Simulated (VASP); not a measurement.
Output of a VASP run:

**OSZICAR**
```
       N       E                     dE             d eps       ncg     rms          rms(c)
DAV:   1     0.853608352296E+02    0.85361E+02   -0.72649E+03  2402   0.142E+03
DAV:   2    -0.878917899097E+01   -0.94150E+02   -0.92408E+02  2468   0.367E+02
DAV:   3    -0.102923130078E+02   -0.15031E+01   -0.14798E+01  2512   0.545E+01
DAV:   4    -0.103020198222E+02   -0.97068E-02   -0.97032E-02  2422   0.462E+00
DAV:   5    -0.103021274140E+02   -0.10759E-03   -0.10759E-03  2524   0.490E-01    0.183E+01
DAV:   6    -0.898553888459E+01    0.13166E+01   -0.53586E+00  2410   0.346E+01    0.175E+00
DAV:   7    -0.896791036359E+01    0.17629E-01   -0.20263E-02  2416   0.222E+00    0.980E-01
DAV:   8    -0.895983467999E+01    0.80757E-02   -0.60999E-03  2418   0.130E+00    0.480E-02
DAV:   9    -0.895986364473E+01   -0.28965E-04   -0.56026E-05  2416   0.125E-01    0.285E-02
DAV:  10    -0.895987115547E+01   -0.75107E-05   -0.88807E-06  2412   0.368E-02    0.327E-03
DAV:  11    -0.895987168019E+01   -0.52472E-06   -0.47561E-07  1204   0.110E-02
   1 F= -.89598717E+01 E0= -.89603040E+01  d E =-.895987E+01
```

**OUTCAR**
```
------------------------ aborting loop because EDIFF is reached ----------------------------------------
  FORCE on cell =-STRESS in cart. coord.  units (eV):
  Direction    XX          YY          ZZ          XY          YZ          ZX
  --------------------------------------------------------------------------------------
  Total       -0.0073189     -0.0073189     -0.0073189     -0.0000000      0.0000000     -0.0000000
  in kB       -0.8732345     -0.8732345     -0.8732345     -0.0000000      0.0000000     -0.0000000
  external PRESSURE =      -0.8732345 kB  Pullay stress =       0.0000000 kB
  volume of cell :       13.43
      direct lattice vectors                 reciprocal lattice vectors
    -1.497345955  1.497345955  1.497345955     0.000000000  0.333924166  0.333924166
     1.497345955 -1.497345955  1.497345955     0.333924166  0.000000000  0.333924166
     1.497345955  1.497345955 -1.497345955     0.333924166  0.333924166  0.000000000
 POSITION                                       TOTAL-FORCE (eV/Angst)
 -----------------------------------------------------------------------------------
      0.00000      0.00000      0.00000        -0.000000      0.000000     -0.000000
 -----------------------------------------------------------------------------------
    total drift:                                0.000000     -0.000000      0.000000
  FREE ENERGIE OF THE ION-ELECTRON SYSTEM (eV)
  ---------------------------------------------------
  free  energy   TOTEN  =        -8.9598716802 eV

  energy  without entropy=       -8.9611687150  energy(sigma->0) =       -8.96030403

 reached required accuracy - stopping structural energy minimisation
```
(Selected blocks of OUTCAR.)

**POSCAR**
```
V
1
   -1.4973459551     1.4973459551     1.4973459551
    1.4973459551    -1.4973459551     1.4973459551
    1.4973459551     1.4973459551    -1.4973459551
V
1
Direct
  0.0000000000   0.0000000000   0.0000000000
```

Q: Reconstruct the remaining input files.

A: Several could match; the one computed here: the input of the run itself, PW91 GGA, plane waves, VASP's PBE PAW potentials (set 64).

KPOINTS:
```
Automatic mesh
0
Gamma
15 15 15
0 0 0
```

INCAR:
```
SYSTEM=V
PREC=Accurate; ENCUT=520; LREAL=.FALSE.
LASPH=.TRUE.
EDIFF=1E-6; NELM=100; ALGO=Normal
LMAXMIX=4
ISMEAR=1; SIGMA=0.1
GGA=91
IBRION=2; NSW=60; ISIF=3
EDIFFG=-0.01
LWAVE=.FALSE.; LCHARG=.FALSE.
```

POTCAR, in this order: V_sv (PBE.64 set). Program: vasp_std.

The compound is V in the bcc structure. It was relaxed first. The start is the result of an earlier pass. The run is not spin-polarised, so no magnetic state was tried.
